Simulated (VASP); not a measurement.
Output of a VASP run:

### OSZICAR
```
       N       E                     dE             d eps       ncg     rms          rms(c)
DAV:   1     0.244754462508E+02    0.24475E+02   -0.77401E+03  1584   0.121E+03
DAV:   2    -0.215321234673E+02   -0.46008E+02   -0.43164E+02  2154   0.209E+02
DAV:   3    -0.232138192257E+02   -0.16817E+01   -0.16687E+01  2034   0.309E+01
DAV:   4    -0.232271871908E+02   -0.13368E-01   -0.13301E-01  1898   0.303E+00
DAV:   5    -0.232273511726E+02   -0.16398E-03   -0.16391E-03  2120   0.281E-01    0.577E+01
DAV:   6    -0.201791200366E+02    0.30482E+01   -0.19294E+01  1781   0.228E+01    0.411E+01
DAV:   7    -0.201357900464E+02    0.43330E-01   -0.56609E-01  1830   0.598E+00    0.244E+01
DAV:   8    -0.201337753139E+02    0.20147E-02   -0.53743E-02  1796   0.236E+00    0.542E+00
DAV:   9    -0.201281565374E+02    0.56188E-02   -0.27542E-02  1772   0.987E-01    0.176E+00
DAV:  10    -0.201280042306E+02    0.15231E-03   -0.86062E-04  1865   0.259E-01    0.304E-01
DAV:  11    -0.201279986986E+02    0.55320E-05   -0.19581E-04  1837   0.100E-01    0.897E-02
DAV:  12    -0.201279953623E+02    0.33363E-05   -0.89115E-06  1862   0.264E-02    0.677E-02
DAV:  13    -0.201279944578E+02    0.90455E-06   -0.55323E-07   903   0.787E-03
   1 F= -.20127994E+02 E0= -.20127928E+02  d E =-.201280E+02
       N       E                     dE             d eps       ncg     rms          rms(c)
DAV:   1    -0.202431588496E+02   -0.11516E+00   -0.38193E+00  1584   0.188E+01    0.557E+00
DAV:   2    -0.201491460401E+02    0.94013E-01   -0.12463E-01  1596   0.355E+00    0.302E+00
DAV:   3    -0.201135983936E+02    0.35548E-01   -0.11097E-01  1631   0.293E+00    0.191E+00
DAV:   4    -0.201138012761E+02   -0.20288E-03   -0.15389E-03  1967   0.416E-01    0.221E+00
DAV:   5    -0.201136211069E+02    0.18017E-03   -0.79695E-04  1950   0.222E-01    0.496E-01
DAV:   6    -0.201134759485E+02    0.14516E-03   -0.27178E-04  1825   0.100E-01    0.113E-01
DAV:   7    -0.201134669146E+02    0.90339E-05   -0.12328E-05  1890   0.291E-02    0.108E-01
DAV:   8    -0.201134614015E+02    0.55131E-05   -0.30058E-06  1543   0.110E-02    0.821E-02
DAV:   9    -0.201134450340E+02    0.16367E-04   -0.54062E-05  1766   0.460E-02    0.867E-03
DAV:  10    -0.201134444542E+02    0.57983E-06   -0.16416E-06  1040   0.126E-02
   2 F= -.20113444E+02 E0= -.20113336E+02  d E =0.145500E-01
       N       E                     dE             d eps       ncg     rms          rms(c)
DAV:   1    -0.201876418109E+02   -0.74197E-01   -0.15046E+00  1584   0.118E+01    0.344E+00
DAV:   2    -0.201504236865E+02    0.37218E-01   -0.46233E-02  1596   0.217E+00    0.185E+00
DAV:   3    -0.201364517276E+02    0.13972E-01   -0.42952E-02  1634   0.187E+00    0.122E+00
DAV:   4    -0.201365568351E+02   -0.10511E-03   -0.64006E-04  1945   0.267E-01    0.149E+00
DAV:   5    -0.201364534596E+02    0.10338E-03   -0.24370E-04  1909   0.136E-01    0.182E-01
DAV:   6    -0.201364292155E+02    0.24244E-04   -0.66868E-05  1848   0.504E-02    0.518E-02
DAV:   7    -0.201364307714E+02   -0.15559E-05   -0.19119E-06  1276   0.129E-02    0.573E-02
DAV:   8    -0.201364284751E+02    0.22963E-05   -0.16658E-05  1772   0.254E-02    0.226E-02
DAV:   9    -0.201364293766E+02   -0.90152E-06   -0.19132E-06  1042   0.113E-02
   3 F= -.20136429E+02 E0= -.20136345E+02  d E =-.843492E-02
```

### OUTCAR
```
------------------------ aborting loop because EDIFF is reached ----------------------------------------
  FORCE on cell =-STRESS in cart. coord.  units (eV):
  Direction    XX          YY          ZZ          XY          YZ          ZX
  --------------------------------------------------------------------------------------
  Total       -0.0063483     -0.0063483     -0.0063483     -0.0000000     -0.0000000      0.0000000
  in kB       -0.3985812     -0.3985812     -0.3985812     -0.0000000     -0.0000000      0.0000000
  external PRESSURE =      -0.3985812 kB  Pullay stress =       0.0000000 kB
  volume of cell :       25.52
      direct lattice vectors                 reciprocal lattice vectors
     0.000000000  2.336722655  2.336722655    -0.213974902  0.213974902  0.213974902
     2.336722655 -0.000000000  2.336722655     0.213974902 -0.213974902  0.213974902
     2.336722655  2.336722655  0.000000000     0.213974902  0.213974902 -0.213974902
 POSITION                                       TOTAL-FORCE (eV/Angst)
 -----------------------------------------------------------------------------------
      0.00000      0.00000      0.00000         0.000000     -0.000000      0.000000
      2.33672      2.33672      2.33672        -0.000000      0.000000     -0.000000
 -----------------------------------------------------------------------------------
    total drift:                                0.000000     -0.000000     -0.000000
  FREE ENERGIE OF THE ION-ELECTRON SYSTEM (eV)
  ---------------------------------------------------
  free  energy   TOTEN  =       -20.1364293766 eV

  energy  without entropy=      -20.1361759936  energy(sigma->0) =      -20.13634492

 reached required accuracy - stopping structural energy minimisation
```
(Selected blocks of OUTCAR.)

### POSCAR
```
HfC
1
    0.0000000000     2.3200000000     2.3200000000
    2.3200000000     0.0000000000     2.3200000000
    2.3200000000     2.3200000000     0.0000000000
Hf C
1 1
Direct
  0.0000000000   0.0000000000   0.0000000000
  0.5000000000   0.5000000000   0.5000000000
```

Task: Reconstruct the remaining input files.

Result: Several could match; the one computed here: the input of the run itself, RPBE GGA, plane waves, VASP's PBE PAW potentials (set 64).

File KPOINTS:
```
Automatic mesh
0
Gamma
12 12 12
0 0 0
```

### INCAR
```
# general
SYSTEM  = HfC
PREC    = Accurate
ENCUT   = 520
LREAL   = F
LASPH   = T

# electronic loop
EDIFF   = 1E-6
NELM    = 100
ALGO    = Normal
LMAXMIX = 6

# smearing
ISMEAR  = 1
SIGMA   = 0.1

# functional
GGA     = RP

# ions
IBRION  = 2
NSW     = 60
ISIF    = 3
EDIFFG  = -0.01

# output
LWAVE   = F
LCHARG  = F
```

POTCAR, in this order: Hf_pv C (PBE.64 set). Program: vasp_std.

Energy and stress use the plane-wave basis of the starting cell.

The compound is HfC in the rock salt structure. This run relaxes it. Symmetry was kept, so distortions that lower it aren't found.
